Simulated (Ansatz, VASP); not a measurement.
# BaCu13 (BaCu13 (Fm-3c)): VASP beside Ansatz, part 2 of 3

Wanted: the spread between two codes on one cell, functional and k mesh. Of the first pair: The structure shown is the start of the Ansatz relaxation below; VASP solves that cell, so the two are compared at the walk's first step.

VASP 6.6.1 and Ansatz 0.2.0.

So far: Set-up; Ansatz: relaxation, PBEsol.

## (3) VASP: single point, PBEsol, start cell, pair 1

Level of this step: PBEsol; plane waves and PAW (Ba_sv, Cu) (VASP).

The same cell, functional, mesh and smearing now go to VASP, with its own data sets.

Lines of VASP's logs that name or quote its potential files are left out, and so is its time.

INCAR

```
SYSTEM = BaCu13
PREC = Accurate
ENCUT = 520
EDIFF = 1E-06
NELM = 120
ISMEAR = -1
SIGMA = 0.05
LREAL = .FALSE.
ALGO = Normal
GGA = PS
NBANDS = 180
LASPH = .TRUE.
LORBIT = 11
LWAVE = .FALSE.
LCHARG = .FALSE.
ISIF = 2
GGA_COMPAT = .FALSE.
KPAR = 4
```

POSCAR

```
BaCu13
1.0
    0.0000000000      5.8032950000      5.8032950000
    5.8032950000      0.0000000000      5.8032950000
    5.8032950000      5.8032950000      0.0000000000
Ba Cu
2 26
Direct
    0.7500000431      0.7500000431      0.7500000431
    0.2500000431      0.2500000431      0.2500000431
    0.0000000431      0.0000000431      0.0000000431
    0.5000000431      0.5000000431      0.5000000431
    0.2940009943      0.9349161985      0.0650838877
    0.7940009943      0.2059990919      0.5650838877
    0.5650838877      0.4349161985      0.7940009943
    0.7940009943      0.4349161985      0.2059990919
    0.4349161985      0.7940009943      0.5650838877
    0.4349161985      0.2059990919      0.7940009943
    0.5650838877      0.7940009943      0.2059990919
    0.0650838877      0.9349161985      0.7059990919
    0.7059990919      0.9349161985      0.2940009943
    0.9349161985      0.7059990919      0.0650838877
    0.7059990919      0.2940009943      0.0650838877
    0.9349161985      0.0650838877      0.2940009943
    0.0650838877      0.2940009943      0.9349161985
    0.2940009943      0.7059990919      0.9349161985
    0.2940009943      0.0650838877      0.7059990919
    0.5650838877      0.2059990919      0.4349161985
    0.2059990919      0.7940009943      0.4349161985
    0.2059990919      0.4349161985      0.5650838877
    0.7940009943      0.5650838877      0.4349161985
    0.4349161985      0.5650838877      0.2059990919
    0.2059990919      0.5650838877      0.7940009943
    0.0650838877      0.7059990919      0.2940009943
    0.9349161985      0.2940009943      0.7059990919
    0.7059990919      0.0650838877      0.9349161985
```

KPOINTS

```
Automatic mesh
0
Gamma
6 6 6
0 0 0
```

The projector-augmented-wave data sets are Ba_sv and Cu (PBE family, release 64).

Run with:

```bash
mpirun -np 4 vasp_std
```

Numbers of over 12 decimals in the logs are rounded to 6 here.

Log:

```text
[banner, memory and clock lines left out]
running    4 mpi-ranks, on    1 nodes
 distrk:  each k-point on    1 cores,    4 groups
 distr:  one band on    1 cores,    1 groups

 POSCAR found type information on POSCAR BaCu
 POSCAR found :  2 types and      28 ions
|                                                                             |
|               ----> ADVICE to this user running VASP <----                  |
|                                                                             |
|     You have a (more or less) 'large supercell' and for larger cells it     |
|     might be more efficient to use real-space projection operators.         |
|     Therefore, try LREAL= Auto in the INCAR file.                           |
|     Mind: For very accurate calculation, you might also keep the            |
|     reciprocal projection scheme (i.e. LREAL=.FALSE.).                      |
|                                                                             |

|                                                                             |
|               ----> ADVICE to this user running VASP <----                  |
|                                                                             |
|     You enforced a specific xc type in the INCAR file but a different       |
|     [... a line on the potential file left out ...]
|     I HOPE YOU KNOW WHAT YOU ARE DOING!                                     |
|                                                                             |

 LDA part: xc-table for (Slater+PW92), standard interpolation
 POSCAR, INCAR and KPOINTS ok, starting setup
 FFT: planning ... GRIDC
 FFT: planning ... GRID_SOFT
 FFT: planning ... GRID
 WAVECAR not read
 entering main loop
       N       E                     dE             d eps       ncg     rms          rms(c)
DAV:   1     0.355998139205E+04    0.35600E+04   -0.12222E+05  5760   0.282E+03
DAV:   2     0.618843368006E+03   -0.29411E+04   -0.28457E+04  5768   0.653E+02
DAV:   3    -0.709332830111E+02   -0.68978E+03   -0.64822E+03  6008   0.311E+02
DAV:   4    -0.145864020766E+03   -0.74931E+02   -0.68937E+02  7968   0.124E+02
DAV:   5    -0.149947243999E+03   -0.40832E+01   -0.40017E+01  9340   0.262E+01    0.506E+01
DAV:   6    -0.138427130886E+03    0.11520E+02   -0.46804E+02  6640   0.186E+02    0.313E+01
DAV:   7    -0.116360169490E+03    0.22067E+02   -0.11508E+02  7104   0.995E+01    0.736E+00
DAV:   8    -0.116373927098E+03   -0.13758E-01   -0.11540E+01  6792   0.355E+01    0.280E+00
DAV:   9    -0.116381390627E+03   -0.74635E-02   -0.35116E+00  7320   0.159E+01    0.346E+00
DAV:  10    -0.116268728967E+03    0.11266E+00   -0.11721E+00  7224   0.105E+01    0.741E-01
DAV:  11    -0.116266012339E+03    0.27166E-02   -0.15026E-01  7576   0.413E+00    0.415E-01
DAV:  12    -0.116265887486E+03    0.12485E-03   -0.25586E-02  8520   0.791E-01    0.275E-01
DAV:  13    -0.116265782883E+03    0.10460E-03   -0.12848E-03  8640   0.155E-01    0.254E-01
DAV:  14    -0.116266547076E+03   -0.76419E-03   -0.21003E-02  6640   0.128E+00    0.320E-01
DAV:  15    -0.116264802604E+03    0.17445E-02   -0.75431E-03  6576   0.886E-01    0.455E-02
DAV:  16    -0.116264817033E+03   -0.14428E-04   -0.30792E-04  6960   0.121E-01    0.322E-02
DAV:  17    -0.116264818318E+03   -0.12857E-05   -0.19894E-05  7248   0.330E-02    0.281E-02
DAV:  18    -0.116264813571E+03    0.47470E-05   -0.11004E-05  5696   0.239E-02    0.180E-02
DAV:  19    -0.116264813012E+03    0.55951E-06   -0.11201E-06  3240   0.823E-03
   1 F= -.11626481E+03 E0= -.11623046E+03  d E =-.687150E-01
```

From OUTCAR (step 3):

```text
ion  position               nearest neighbor table
   1  0.750  0.750  0.750-  12 3.40  14 3.40  28 3.40  11 3.40  25 3.40   6 3.40  21 3.40  10 3.40
                             8 3.40  16 3.40  17 3.40   5 3.40  24 3.40  20 3.40  22 3.40  19 3.40
   2  0.250  0.250  0.250-  20 3.40  22 3.40  24 3.40  19 3.40  15 3.40  26 3.40  18 3.40  13 3.40
                            27 3.40   7 3.40  23 3.40   9 3.40  14 3.40  12 3.40  28 3.40  11 3.40
   3  0.000  0.000  0.000-   5 2.47  16 2.47  17 2.47  15 2.47  19 2.47  26 2.47  13 2.47  18 2.47
                            27 2.47  14 2.47  12 2.47  28 2.47
   4  0.500  0.500  0.500-   7 2.47   9 2.47  23 2.47  11 2.47   6 2.47  25 2.47  21 2.47  10 2.47
                             8 2.47  20 2.47  24 2.47  22 2.47
   5  0.294  0.935  0.065-   3 2.47  21 2.49  24 2.49  10 2.51  11 2.51  18 2.58  19 2.58  17 2.58
                            16 2.58  26 2.66   1 3.40   2 3.40
   6  0.794  0.206  0.565-   4 2.47  27 2.49  28 2.49  12 2.51  16 2.51  20 2.58  23 2.58  10 2.58
                             8 2.58   7 2.66   1 3.40   2 3.40
   7  0.565  0.435  0.794-   4 2.47  27 2.49  28 2.49  15 2.51  18 2.51  10 2.58  25 2.58   9 2.58
                            23 2.58   6 2.66   2 3.40   1 3.40
   8  0.794  0.435  0.206-   4 2.47  15 2.49  16 2.49  14 2.51  17 2.51   6 2.58  11 2.58  23 2.58
                            24 2.58  20 2.66   1 3.40   2 3.40
   9  0.435  0.794  0.565-   4 2.47  12 2.49  18 2.49  13 2.51  19 2.51  21 2.58  11 2.58   7 2.58
                            23 2.58  25 2.66   2 3.40   1 3.40
  10  0.435  0.206  0.794-   4 2.47  17 2.49  19 2.49   5 2.51  28 2.51   7 2.58  20 2.58  25 2.58
                             6 2.58  22 2.66   1 3.40   2 3.40
  11  0.565  0.794  0.206-   4 2.47  13 2.49  14 2.49   5 2.51  28 2.51  24 2.58  21 2.58   8 2.58
                             9 2.58  23 2.66   1 3.40   2 3.40
  12  0.065  0.935  0.706-   3 2.47   9 2.49  25 2.49  21 2.51   6 2.51  19 2.58  14 2.58  27 2.58
                            28 2.58  18 2.66   1 3.40   2 3.40
  13  0.706  0.935  0.294-   3 2.47  11 2.49  23 2.49  20 2.51   9 2.51  16 2.58  15 2.58  26 2.58
                            28 2.58  14 2.66   2 3.40   1 3.40
  14  0.935  0.706  0.065-   3 2.47  11 2.49  23 2.49   8 2.51  25 2.51  12 2.58  18 2.58  26 2.58
                            28 2.58  13 2.66   1 3.40   2 3.40
  15  0.706  0.294  0.065-   3 2.47   8 2.49  20 2.49   7 2.51  24 2.51  28 2.58  17 2.58  27 2.58
                            13 2.58  16 2.66   2 3.40   1 3.40
  16  0.935  0.065  0.294-   3 2.47   8 2.49  20 2.49   6 2.51  21 2.51  13 2.58   5 2.58  17 2.58
                            26 2.58  15 2.66   1 3.40   2 3.40
  17  0.065  0.294  0.935-   3 2.47  10 2.49  22 2.49   8 2.51  25 2.51  16 2.58   5 2.58  15 2.58
                            27 2.58  19 2.66   1 3.40   2 3.40
  18  0.294  0.706  0.935-   3 2.47   9 2.49  25 2.49  24 2.51   7 2.51   5 2.58  14 2.58  19 2.58
                            26 2.58  12 2.66   2 3.40   1 3.40
  19  0.294  0.065  0.706-   3 2.47  10 2.49  22 2.49  20 2.51   9 2.51  12 2.58   5 2.58  18 2.58
                            27 2.58  17 2.66   2 3.40   1 3.40
  20  0.565  0.206  0.435-   4 2.47  15 2.49  16 2.49  13 2.51  19 2.51   6 2.58  10 2.58  22 2.58
                            24 2.58   8 2.66   2 3.40   1 3.40
  21  0.206  0.794  0.435-   4 2.47   5 2.49  26 2.49  16 2.51  12 2.51   9 2.58  22 2.58  25 2.58
                            11 2.58  24 2.66   1 3.40   2 3.40
  22  0.206  0.435  0.565-   4 2.47  17 2.49  19 2.49  26 2.51  27 2.51  24 2.58  25 2.58  20 2.58
                            21 2.58  10 2.66   2 3.40   1 3.40
  23  0.794  0.565  0.435-   4 2.47  13 2.49  14 2.49  26 2.51  27 2.51   6 2.58   7 2.58   8 2.58
                             9 2.58  11 2.66   2 3.40   1 3.40
  24  0.435  0.565  0.206-   4 2.47   5 2.49  26 2.49  18 2.51  15 2.51  11 2.58  20 2.58  22 2.58
                             8 2.58  21 2.66   2 3.40   1 3.40
  25  0.206  0.565  0.794-   4 2.47  12 2.49  18 2.49  17 2.51  14 2.51   7 2.58  10 2.58  21 2.58
                            22 2.58   9 2.66   1 3.40   2 3.40
  26  0.065  0.706  0.294-   3 2.47  21 2.49  24 2.49  23 2.51  22 2.51  13 2.58  14 2.58  16 2.58
                            18 2.58   5 2.66   2 3.40   1 3.40
  27  0.935  0.294  0.706-   3 2.47   6 2.49   7 2.49  22 2.51  23 2.51  17 2.58  19 2.58  12 2.58
                            15 2.58  28 2.66   2 3.40   1 3.40
  28  0.706  0.065  0.935-   3 2.47   6 2.49   7 2.49  10 2.51  11 2.51  15 2.58  13 2.58  14 2.58
                            12 2.58  27 2.66   1 3.40   2 3.40

  LATTYP: Found a face centered cubic cell.
 ALAT       =    11.6065900000

 Subroutine GETGRP returns: Found 48 space group operations
 (whereof 24 operations were pure point group operations)

The static configuration has the point symmetry T_h .
 The point group associated with its full space group is O_h .

 Found     16 irreducible k-points:

   k-points           NKPTS =     16   k-points in BZ     NKDIM =     16   number of bands    NBANDS=    180

   dimension x,y,z NGX =    64 NGY =   64 NGZ =   64
   dimension x,y,z NGXF=   128 NGYF=  128 NGZF=  128

   ENCUT  =  520.0 eV  38.22 Ry    6.18 a.u.  15.26 15.26 15.26*2*pi/ulx,y,z

   NELECT =     306.0000    total number of electrons

 k-points in reciprocal lattice and weights: Automatic mesh
   0.00000000  0.00000000  0.00000000       0.005
   0.16666667  0.00000000  0.00000000       0.037
   0.33333333  0.00000000  0.00000000       0.037
   0.50000000  0.00000000  0.00000000       0.019
   0.16666667  0.16666667  0.00000000       0.028
   0.33333333  0.16666667  0.00000000       0.111
   0.50000000  0.16666667  0.00000000       0.111
  -0.33333333  0.16666667  0.00000000       0.111
  -0.16666667  0.16666667  0.00000000       0.056
[...]
-0.33333333  0.33333333  0.16666667       0.111
  -0.33333333  0.50000000  0.16666667       0.056

 average (electrostatic) potential at core
       1 -32.6385       2 -32.6385       3 -65.0382       4 -65.0382       5 -64.6741
       6 -64.6741       7 -64.6741       8 -64.6741       9 -64.6741      10 -64.6741
      11 -64.6741      12 -64.6741      13 -64.6741      14 -64.6741      15 -64.6741
      16 -64.6741      17 -64.6741      18 -64.6741      19 -64.6741      20 -64.6741
      21 -64.6741      22 -64.6741      23 -64.6741      24 -64.6741      25 -64.6741
      26 -64.6741      27 -64.6741      28 -64.6741

 E-fermi :   6.3589

 k-point     1 :       0.0000    0.0000    0.0000
  band No.  band energies     occupation
    ...
    149       5.1038      2.00000
    150       5.1038      2.00000
    151       5.1038      2.00000
    152       5.5541      2.00000
    153       5.6185      2.00000
    154       7.0255      0.00000
    155       7.0255      0.00000
    156       7.0255      0.00000
    157       7.1695      0.00000
    158       7.1695      0.00000
    ...

 k-point     2 :       0.1667    0.0000    0.0000
  band No.  band energies     occupation
    ...
    149       4.9787      2.00000
    150       5.3056      2.00000
    151       5.3056      2.00000
    152       6.0105      1.99812
    153       6.1596      1.96354
    154       6.5532      0.04025
    155       6.5532      0.04025
    156       7.0385      0.00000
    157       7.1628      0.00000
    158       7.1628      0.00000
    ...

 k-point     3 :       0.3333    0.0000    0.0000
  band No.  band energies     occupation
    ...
    149       5.1726      2.00000
    150       5.6526      2.00000
    151       5.6526      2.00000
    152       6.0515      1.99574
    153       6.0515      1.99574
    154       6.5002      0.11197
    155       6.9052      0.00004
    156       6.9972      0.00001
    157       7.3670      0.00000
    158       7.3670      0.00000
    ...

  Total       -3.1269767     -3.1269767     -3.1269767      0.0000000      0.0000000      0.0000000
  in kB      -12.8168497    -12.8168497    -12.8168497      0.0000000      0.0000000      0.0000000
  external PRESSURE =     -12.8168497 kB  Pullay stress =       0.0000000 kB

  energy-cutoff  :      520.00
  volume of cell :      390.89
      direct lattice vectors                 reciprocal lattice vectors
     0.000000000  5.803295000  5.803295000    -0.086157950  0.086157950  0.086157950
     5.803295000  0.000000000  5.803295000     0.086157950 -0.086157950  0.086157950
     5.803295000  5.803295000  0.000000000     0.086157950  0.086157950 -0.086157950

 POSITION                                       TOTAL-FORCE (eV/Angst)
 -----------------------------------------------------------------------------------
      8.70494      8.70494      8.70494        -0.000000      0.000000     -0.000000
      2.90165      2.90165      2.90165        -0.000000      0.000000     -0.000000
      0.00000      0.00000      0.00000        -0.000000      0.000000     -0.000000
      5.80330      5.80330      5.80330        -0.000000      0.000000     -0.000000
      5.80330      2.08388      7.13177        -0.000000     -0.032203     -0.001165
      4.47482      7.88717      5.80330         0.001165     -0.032203     -0.000000
      7.13177      7.88717      5.80330        -0.001165     -0.032203     -0.000000
      3.71942      5.80330      7.13177         0.032203      0.000000     -0.001165
      7.88717      5.80330      7.13177        -0.032203      0.000000     -0.001165
      5.80330      7.13177      3.71942        -0.000000     -0.001165      0.032203
      5.80330      4.47482      7.88717        -0.000000      0.001165     -0.032203
      9.52272      4.47482      5.80330         0.032203      0.001165     -0.000000
      7.13177      5.80330      9.52272        -0.001165      0.000000      0.032203
      4.47482      5.80330      9.52272         0.001165      0.000000      0.032203
      2.08388      4.47482      5.80330        -0.032203      0.001165     -0.000000
      2.08388      7.13177      5.80330        -0.032203     -0.001165     -0.000000
      7.13177      5.80330      2.08388        -0.001165      0.000000     -0.032203
      9.52272      7.13177      5.80330         0.032203     -0.001165     -0.000000
      4.47482      5.80330      2.08388         0.001165      0.000000     -0.032203
      3.71942      5.80330      4.47482         0.032203      0.000000      0.001165
      7.13177      3.71942      5.80330        -0.001165      0.032203     -0.000000
      5.80330      4.47482      3.71942        -0.000000      0.001165      0.032203
      5.80330      7.13177      7.88717        -0.000000     -0.001165     -0.032203
      4.47482      3.71942      5.80330         0.001165      0.032203     -0.000000
      7.88717      5.80330      4.47482        -0.032203      0.000000      0.001165
      5.80330      2.08388      4.47482        -0.000000     -0.032203      0.001165
      5.80330      9.52272      7.13177        -0.000000      0.032203     -0.001165
      5.80330      9.52272      4.47482        -0.000000      0.032203      0.001165
 -----------------------------------------------------------------------------------
    total drift:                               -0.001332     -0.000890     -0.001111

  FREE ENERGIE OF THE ION-ELECTRON SYSTEM (eV)
  ---------------------------------------------------
  free  energy   TOTEN  =      -116.2648130120 eV

  energy  without entropy=     -116.1960979827  energy(sigma->0) =     -116.23045550

 total charge
# of ion       s       p       d       tot
------------------------------------------
    1        2.026   5.574   0.377   7.977
    2        2.026   5.574   0.377   7.977
    3        0.490   0.466   9.168  10.124
    4        0.490   0.466   9.168  10.124
    5        0.477   0.358   9.168  10.003
    6        0.477   0.358   9.168  10.003
    7        0.477   0.358   9.168  10.003
    8        0.477   0.358   9.168  10.003
    9        0.477   0.358   9.168  10.003
   10        0.477   0.358   9.168  10.003
   11        0.477   0.358   9.168  10.003
   12        0.477   0.358   9.168  10.003
   13        0.477   0.358   9.168  10.003
   14        0.477   0.358   9.168  10.003
   15        0.477   0.358   9.168  10.003
   16        0.477   0.358   9.168  10.003
   17        0.477   0.358   9.168  10.003
   18        0.477   0.358   9.168  10.003
   19        0.477   0.358   9.168  10.003
   20        0.477   0.358   9.168  10.003
   21        0.477   0.358   9.168  10.003
   22        0.477   0.358   9.168  10.003
   23        0.477   0.358   9.168  10.003
   24        0.477   0.358   9.168  10.003
   25        0.477   0.358   9.168  10.003
   26        0.477   0.358   9.168  10.003
   27        0.477   0.358   9.168  10.003
   28        0.477   0.358   9.168  10.003
--------------------------------------------------
tot         16.470  20.664 239.130 276.265

[... 3 further parts left out ...]
```

Harder data sets than Ba_sv exist (the GW ones), and pressures, volumes and forces can shift noticeably with them.

## (4) Comparison

Known differences besides the potentials themselves: the data sets hold 514 valence electrons in Ansatz (on its default PAW (the set named soft_2) files) and 306 in VASP; the cutoff is 420 eV in Ansatz and 520 eV in VASP; Ansatz makes its cores anew for this functional, VASP keeps those of its PBE data sets. Total energies have different zeros and are not compared.

At this near-relaxed geometry the largest component of a force difference is 3 meV/Å.

(Continued in part 3 of 3.)

[Lines on the potential files, build, host, timing and source positions are cut from VASP's logs without a mark.]

[Logs are printed without paths, hosts, clocks, repeated set-up lines and the standing remarks that a program may print on its own settings, such as how far it seeks lower states.]

[Hosts, paths, dates, database ids (printed as entryN), source tags and the programs' standing remarks are cut or masked in the printed files.]
